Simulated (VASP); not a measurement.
Level of theory: PBE GGA, VASP's PBE PAW potentials (set 64) (plane waves; VASP 6.6.1).

The input files of a VASP run:

### KPOINTS
```
K-points
0
G
  4 6 4
```

POSCAR:
```
Cd3ZnS4
1.0
  4.1265204228  -7.1086397561  -0.0043015718
  2.0465008855   3.5446436643   0.0000000002
 -0.0035058749   0.0020241181   6.6994454824
Zn Cd S
1 3 4
direct
  0.3330613114   0.3330603114   0.5007682980
  0.1727288212   0.6727288212   0.0040593559
  0.8358039347   0.3358029347   0.4976256341
  0.6600128439   0.6600138439   0.0013777062
  0.3312530546   0.3312520546   0.8532473912
  0.1843939277   0.6843939277   0.3881047671
  0.8357584432   0.3357574432   0.8799693069
  0.6469896633   0.6469906633   0.3828475406
```

### INCAR
```
! general
SYSTEM  = Cd3ZnS4
PREC    = Accurate
ENCUT   = 400   ! plane-wave cut-off (eV)
LREAL   = .False.
LASPH   = .True.

! electronic loop
EDIFF   = 1E-6   ! SCF stop (eV)
NELM    = 100   ! most electronic steps
ALGO    = Normal   ! blocked Davidson
LMAXMIX = 4

! smearing
ISMEAR  = 0   ! Gaussian
SIGMA   = 0.05

! functional
GGA     = PE

! output
LWAVE   = .True.
LCHARG  = .False.
```

POTCAR, in this order: Zn Cd S (PBE.64 set). Program: vasp_std.

Problem. What does the run give for the energy per atom (σ→0), band gap (on the k-mesh)?

Solution. 
The energy per atom (σ→0) comes out as -3.146 eV/atom and the band gap (on the k-mesh) is 1.22 eV.

### OSZICAR
```
...
DAV:   9    -0.251636166906E+02    0.12164E-01   -0.67335E-02  5477   0.249E+00    0.252E-01
DAV:  10    -0.251646681782E+02   -0.10515E-02   -0.79339E-03  4844   0.500E-01    0.171E-01
DAV:  11    -0.251647198355E+02   -0.51657E-04   -0.81707E-04  5296   0.263E-01    0.126E-01
DAV:  12    -0.251650232790E+02   -0.30344E-03   -0.45849E-04  4718   0.101E-01    0.934E-02
DAV:  13    -0.251650252621E+02   -0.19832E-05   -0.76624E-05  5856   0.885E-02    0.314E-02
DAV:  14    -0.251650301603E+02   -0.48982E-05   -0.13341E-05  4774   0.186E-02    0.116E-02
DAV:  15    -0.251650303672E+02   -0.20688E-06   -0.26389E-06  3861   0.126E-02
   1 F= -.25165030E+02 E0= -.25165030E+02  d E =-.371245E-12
```

The structure was generated: Cd3ZnS4 was put into an ordered model structure (Pm), which need not be its known phase. It was relaxed first.
